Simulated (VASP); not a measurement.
Output of a VASP run:

### OUTCAR
```
 ion  position               nearest neighbor table
   1  0.000  0.000  0.000-   2 2.63   2 2.63   2 2.63   2 2.63
   2  0.250  0.250  0.250-   1 2.63   1 2.63   1 2.63   1 2.63
  LATTYP: Found a face centered cubic cell.
 ALAT       =     6.0798313718
 Subroutine PRICEL returns:
 Original cell was already a primitive cell.
 Subroutine GETGRP returns: Found 24 space group operations
The static configuration has the point symmetry T_d .
The dynamic configuration has the point symmetry T_d .
 Subroutine INISYM returns: Found 24 space group operations
 Subroutine IBZKPT returns following result:
 Found     29 irreducible k-points:

 Following reciprocal coordinates:
            Coordinates               Weight
  0.000000  0.000000  0.000000      1.000000
  0.125000  0.000000  0.000000      8.000000
  0.250000  0.000000  0.000000      8.000000
  0.375000  0.000000  0.000000      8.000000
  0.500000  0.000000  0.000000      4.000000
  0.125000  0.125000  0.000000      6.000000
  0.250000  0.125000  0.000000     24.000000
  0.375000  0.125000  0.000000     24.000000
  0.500000  0.125000  0.000000     24.000000
 -0.375000  0.125000  0.000000     24.000000
 -0.250000  0.125000  0.000000     24.000000
 -0.125000  0.125000  0.000000     12.000000
  0.250000  0.250000  0.000000      6.000000
  0.375000  0.250000  0.000000     24.000000
  0.500000  0.250000  0.000000     24.000000
 -0.375000  0.250000  0.000000     24.000000
 -0.250000  0.250000  0.000000     12.000000
  0.375000  0.375000  0.000000      6.000000
  0.500000  0.375000  0.000000     24.000000
 -0.375000  0.375000  0.000000     12.000000
  0.500000  0.500000  0.000000      3.000000
  0.375000  0.250000  0.125000     24.000000
  0.500000  0.250000  0.125000     48.000000
 -0.375000  0.250000  0.125000     24.000000
  0.500000  0.375000  0.125000     24.000000
 -0.375000  0.375000  0.125000     48.000000
 -0.250000  0.375000  0.125000     24.000000
 -0.375000  0.500000  0.125000     12.000000
 -0.250000  0.500000  0.250000      6.000000
   k-points           NKPTS =     29   k-points in BZ     NKDIM =     29   number of bands    NBANDS=     13
   number of dos      NEDOS =    301   number of ions     NIONS =      2
   total plane-waves  NPLWV =  32768
   dimension x,y,z NGX =    32 NGY =   32 NGZ =   32
   dimension x,y,z NGXF=    64 NGYF=   64 NGZF=   64
   ions per type =               1   1
   PREC   = accura    normal or accurate (medium, high low for compatibility)
   ISTART =      0    job   : 0-new  1-cont  2-samecut
   ICHARG =      2    charge: 1-file 2-atom 10-const
   ISPIN  =      1    spin polarized calculation?
   LNONCOLLINEAR =      F non collinear calculations
   LSORBIT =      F    spin-orbit coupling
   INIWAV =      1    electr: 0-lowe 1-rand  2-diag
   ENCUT  =  520.0 eV  38.22 Ry    6.18 a.u.   7.99  7.99  7.99*2*pi/ulx,y,z
   NELM   =    100;   NELMIN=  2; NELMDL= -5     # of ELM steps
   EDIFF  = 0.1E-06   stopping-criterion for ELM
   LREAL  =      F    real-space projection
   NLSPLINE    = F    spline interpolate recip. space projectors
   LMAXMIX     =    4 max onsite mixed and CHGCAR
   VOSKOWN=      0    Vosko Wilk Nusair interpolation
   EDIFFG = 0.1E-05   stopping-criterion for IOM
   NSW    =      0    number of steps for IOM
   NBLOCK =      1;   KBLOCK =      1    inner block; outer block
   IBRION =     -1    ionic relax: 0-MD 1-quasi-New 2-CG
   NFREE  =      0    steps in history (QN), initial steepest desc. (CG)
   ISIF   =      2    stress and relaxation
   ISYM   =      2    0-nonsym 1-usesym 2-fastsym
   TEIN   =    0.0    initial temperature
   TEBEG  =    0.0;   TEEND  =   0.0 temperature during run
   SMASS  =  -3.00    Nose mass-parameter (am)
   PSTRESS=    0.0 pullay stress
   NELECT =      18.0000    total number of electrons
   EFERMI =   0.00;   METHOD = LEGACY
   ISMEAR =     0;   SIGMA  =   0.05  broadening in eV -4-tet -1-fermi 0-gaus
   IALGO  =     38    algorithm
...
```

File OSZICAR:
```
       N       E                     dE             d eps       ncg     rms          rms(c)
DAV:   1     0.106284251333E+03    0.10628E+03   -0.79338E+03   759   0.142E+03
DAV:   2     0.248972087590E+01   -0.10379E+03   -0.97965E+02   759   0.270E+02
DAV:   3    -0.553726960012E+01   -0.80270E+01   -0.78965E+01   999   0.848E+01
DAV:   4    -0.581558740528E+01   -0.27832E+00   -0.27814E+00   887   0.141E+01
DAV:   5    -0.582511840400E+01   -0.95310E-02   -0.95307E-02  1132   0.276E+00    0.518E+00
DAV:   6    -0.574861046619E+01    0.76508E-01   -0.33273E+00   793   0.525E+01    0.330E+00
DAV:   7    -0.561645064388E+01    0.13216E+00   -0.74208E-01   829   0.310E+01    0.169E+00
DAV:   8    -0.561856045735E+01   -0.21098E-02   -0.46997E-02  1094   0.371E+00    0.427E-01
DAV:   9    -0.561553512706E+01    0.30253E-02   -0.14206E-02   957   0.376E+00    0.148E-01
DAV:  10    -0.561567779538E+01   -0.14267E-03   -0.68817E-04   869   0.217E-01    0.710E-02
DAV:  11    -0.561571582378E+01   -0.38028E-04   -0.47149E-04   970   0.683E-01    0.349E-02
DAV:  12    -0.561571081234E+01    0.50114E-05   -0.53226E-05  1175   0.163E-01    0.298E-02
DAV:  13    -0.561570892295E+01    0.18894E-05   -0.37323E-06  1138   0.447E-02    0.156E-02
DAV:  14    -0.561570804986E+01    0.87309E-06   -0.74050E-06  1073   0.843E-02    0.229E-03
DAV:  15    -0.561570838146E+01   -0.33160E-06   -0.12047E-06   819   0.772E-03    0.489E-03
DAV:  16    -0.561570834722E+01    0.34242E-07   -0.30588E-08   462   0.285E-03
   1 F= -.56157083E+01 E0= -.56157083E+01  d E =-.837139E-14
```

OUTCAR:
```
------------------------ aborting loop because EDIFF is reached ----------------------------------------
  FORCE on cell =-STRESS in cart. coord.  units (eV):
  Direction    XX          YY          ZZ          XY          YZ          ZX
  --------------------------------------------------------------------------------------
  Total       -0.0070661     -0.0070661     -0.0070661      0.0000000      0.0000000      0.0000000
  in kB       -0.2015006     -0.2015006     -0.2015006      0.0000000      0.0000000      0.0000000
  external PRESSURE =      -0.2015006 kB  Pullay stress =       0.0000000 kB
  volume of cell :       56.18
      direct lattice vectors                 reciprocal lattice vectors
     0.000000000  3.039915686  3.039915686    -0.164478246  0.164478246  0.164478246
     3.039915686  0.000000000  3.039915686     0.164478246 -0.164478246  0.164478246
     3.039915686  3.039915686  0.000000000     0.164478246  0.164478246 -0.164478246
  FREE ENERGIE OF THE ION-ELECTRON SYSTEM (eV)
  ---------------------------------------------------
  free  energy   TOTEN  =        -5.6157083472 eV

  energy  without entropy=       -5.6157083472  energy(sigma->0) =       -5.61570835
```
(Selected blocks of OUTCAR.)

POSCAR:
```
CuI
1
    0.0000000000     3.0399156859     3.0399156859
    3.0399156859     0.0000000000     3.0399156859
    3.0399156859     3.0399156859     0.0000000000
Cu I
1 1
Direct
  0.0000000000   0.0000000000   1.0000000000
  0.2500000000   0.2500000000   0.2500000000
```

Question: Reconstruct the remaining input files.

Answer: This is not unique; one that fits is the input of the run itself, PW91 GGA, plane waves, VASP's PBE PAW potentials (set 64).

### KPOINTS
```
Automatic mesh
0
Gamma
8 8 8
0 0 0
```

INCAR:
```
ALGO = Normal
EDIFF = 1E-7
ENCUT = 520
GGA = 91
ISIF = 2
ISMEAR = 0
LASPH = .True.
LCHARG = .False.
LMAXMIX = 4
LREAL = .False.
LWAVE = .False.
NELM = 100
PREC = Accurate
SIGMA = 0.05
SYSTEM = CuI
```

POTCAR, in this order: Cu I (PBE.64 set). Program: vasp_std.

The compound is CuI in the zinc blende structure. It was relaxed first.
